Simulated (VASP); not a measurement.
# Mo under pressure and tension, part 2 of 2

How does Mo change with the volume? The starting structure is a measured crystal structure from the Crystallography Open Database. All runs use LDA. The equilibrium cell comes from relaxations that aren't shown. At each volume, shape and positions are relaxed as far as symmetry leaves them free.

VASP 6.6.1.

Results so far: the equilibrium volume 0.0 GPa; 0.96 of the equilibrium volume 12.9 GPa; 1.04 of the equilibrium volume -10.5 GPa; 0.92 of the equilibrium volume 28.7 GPa; 0.98 of the equilibrium volume 6.1 GPa; 1.02 of the equilibrium volume -5.5 GPa.

## 8. Relaxation at 0.9 of the equilibrium volume

Level of this step: LDA; plane waves and PAW (Mo_sv) (VASP).

File INCAR:

```
SYSTEM = Mo
PREC = Accurate
ENCUT = 500
EDIFF = 1E-07
NELM = 100
ISMEAR = 1
SIGMA = 0.15
LREAL = .FALSE.
ALGO = Normal
GGA = CA
NBANDS = 13
LASPH = .TRUE.
LORBIT = 11
LWAVE = .FALSE.
LCHARG = .FALSE.
KPAR = 4
IBRION = 2
NSW = 50
ISIF = 4
EDIFFG = -0.003
```

File POSCAR:

```
Mo
1.0
   -1.5043110502      1.5043110502      1.5043110502
    1.5043110502     -1.5043110502      1.5043110502
    1.5043110502      1.5043110502     -1.5043110502
Mo
1
Direct
    0.0000000000      0.0000000000      0.0000000000
```

File KPOINTS:

```
Automatic mesh
0
Gamma
20 20 20
0 0 0
```

Potentials, in the order of the species: Mo_sv (LDA family, release 64).

On the command line:

```bash
mpirun -np 4 vasp_std
```

Log:

```text
[... set-up lines as in an earlier step ...]
 entering main loop
       N       E                     dE             d eps       ncg     rms          rms(c)
DAV:   1     0.926456090535E+02    0.92646E+02   -0.77866E+03  6725   0.109E+03
DAV:   2    -0.114146705920E+02   -0.10406E+03   -0.10004E+03  7431   0.319E+02
DAV:   3    -0.125828076665E+02   -0.11681E+01   -0.11660E+01  7536   0.346E+01
DAV:   4    -0.125855779313E+02   -0.27703E-02   -0.27702E-02  7401   0.198E+00
[...]
DAV:   9    -0.119670989355E+02    0.44403E-05   -0.10354E-04  7784   0.122E-01    0.671E-02
DAV:  10    -0.119671095757E+02   -0.10640E-04   -0.83658E-06  6996   0.357E-02    0.278E-03
DAV:  11    -0.119671095845E+02   -0.87523E-08   -0.11585E-07  5318   0.453E-03
   1 F= -.11967110E+02 E0= -.11967159E+02  d E =-.119671E+02
[...]
reached required accuracy - stopping structural energy minimisation
```

The job ended after 11 s (4 MPI ranks of AMD EPYC 7R43, shared host; peak memory 0.48 GiB; 40 s of CPU time).

From OUTCAR (step 8):

```text
  Total        3.2174218      3.2174218      3.2174218      0.0000000      0.0000000     -0.0000000
  in kB      378.5695279    378.5695279    378.5695279      0.0000000      0.0000000     -0.0000000
  external PRESSURE =     378.5695279 kB  Pullay stress =       0.0000000 kB

 POSITION                                       TOTAL-FORCE (eV/Angst)
 -----------------------------------------------------------------------------------
      0.00000      0.00000      0.00000         0.000000      0.000000     -0.000000
 -----------------------------------------------------------------------------------
    total drift:                                0.000000     -0.000000      0.000000

  FREE ENERGIE OF THE ION-ELECTRON SYSTEM (eV)
  ---------------------------------------------------
  free  energy   TOTEN  =       -11.9671095845 eV

  energy  without entropy=      -11.9672581426  energy(sigma->0) =      -11.96715910

[... 2 parts as in an earlier step ...]

[... 2 further parts left out ...]
[key lines of the parts left out:]
E-fermi :  14.8925
```

0.9 of the equilibrium volume: 13.617 Å³ an atom and a pressure of 37.86 GPa.

## 9. Relaxation at 1.06 of the equilibrium volume

INCAR is that of step 8.

File POSCAR:

```
Mo
1.0
   -1.5886397719      1.5886397719      1.5886397719
    1.5886397719     -1.5886397719      1.5886397719
    1.5886397719      1.5886397719     -1.5886397719
Mo
1
Direct
    0.0000000000      0.0000000000      0.0000000000
```

KPOINTS is that of step 8.

On the command line:

```bash
mpirun -np 4 vasp_std
```

Log:

```text
[... set-up lines as in an earlier step ...]
 entering main loop
       N       E                     dE             d eps       ncg     rms          rms(c)
DAV:   1     0.943165119708E+02    0.94317E+02   -0.77105E+03  6714   0.107E+03
DAV:   2    -0.116652172582E+02   -0.10598E+03   -0.10229E+03  7361   0.315E+02
DAV:   3    -0.128606869637E+02   -0.11955E+01   -0.11926E+01  7501   0.345E+01
DAV:   4    -0.128636475937E+02   -0.29606E-02   -0.29605E-02  7361   0.203E+00
[...]
DAV:   9    -0.120874778982E+02    0.37023E-04   -0.15898E-04  7841   0.152E-01    0.735E-02
DAV:  10    -0.120874890941E+02   -0.11196E-04   -0.75778E-06  6971   0.307E-02    0.249E-03
DAV:  11    -0.120874891369E+02   -0.42783E-07   -0.41206E-08  5378   0.218E-03
   1 F= -.12087489E+02 E0= -.12087396E+02  d E =-.120875E+02
[...]
reached required accuracy - stopping structural energy minimisation
```

It took 11 s on 4 MPI ranks; peak memory 0.5 GiB.

Parts of OUTCAR (step 9):

```text
  Total       -1.5063071     -1.5063071     -1.5063071      0.0000000      0.0000000      0.0000000
  in kB     -150.4831367   -150.4831367   -150.4831367      0.0000000      0.0000000      0.0000000
  external PRESSURE =    -150.4831367 kB  Pullay stress =       0.0000000 kB

 POSITION                                       TOTAL-FORCE (eV/Angst)
 -----------------------------------------------------------------------------------
      0.00000      0.00000      0.00000         0.000000      0.000000      0.000000
 -----------------------------------------------------------------------------------
    total drift:                                0.000000     -0.000000     -0.000000

  FREE ENERGIE OF THE ION-ELECTRON SYSTEM (eV)
  ---------------------------------------------------
  free  energy   TOTEN  =       -12.0874891369 eV

  energy  without entropy=      -12.0872110842  energy(sigma->0) =      -12.08739645

[... 2 parts as in an earlier step ...]

[... 2 further parts left out ...]
[key lines of the parts left out:]
E-fermi :  12.0695
```

1.06 of the equilibrium volume: 16.037 Å³ an atom and a pressure of -15.05 GPa.

## 10. The runs compared

```csv
run,volume (Å³/atom),pressure (GPa),core minutes
0.9 of the equilibrium volume,13.617,37.86,0.707
0.92 of the equilibrium volume,13.919,28.66,0.747
0.96 of the equilibrium volume,14.525,12.9,0.747
0.98 of the equilibrium volume,14.827,6.12,0.72
the equilibrium volume,15.13,-0.01,0.747
1.02 of the equilibrium volume,15.432,-5.54,0.733
1.04 of the equilibrium volume,15.735,-10.54,0.76
1.06 of the equilibrium volume,16.037,-15.05,0.733
```

Core minutes are wall time times ranks of the run shown, on a shared host.

## 11. Results

| Property | Result |
| --- | --- |
| pressure at 0.9 of the equilibrium volume | 37.86 GPa |
| pressure at 0.92 of the equilibrium volume | 28.66 GPa |
| pressure at 0.96 of the equilibrium volume | 12.90 GPa |
| pressure at 0.98 of the equilibrium volume | 6.12 GPa |
| pressure at the equilibrium volume | -0.01 GPa |
| pressure at 1.02 of the equilibrium volume | -5.54 GPa |
| pressure at 1.04 of the equilibrium volume | -10.54 GPa |
| pressure at 1.06 of the equilibrium volume | -15.05 GPa |

Between 0.9 of the equilibrium volume and 1.06 of the equilibrium volume the pressure on Mo goes from 37.9 to -15.0 GPa. Further runs on this material are not shown.

[Lines on the potential files, build, host, timing and source positions are cut from VASP's logs without a mark.]

[Logs are printed without paths, hosts, clocks, repeated set-up lines and the standing remarks that a program may print on its own settings, such as how far it seeks lower states.]

[Hosts, paths, dates, database ids (printed as entryN), source tags and the programs' standing remarks are cut or masked in the printed files.]
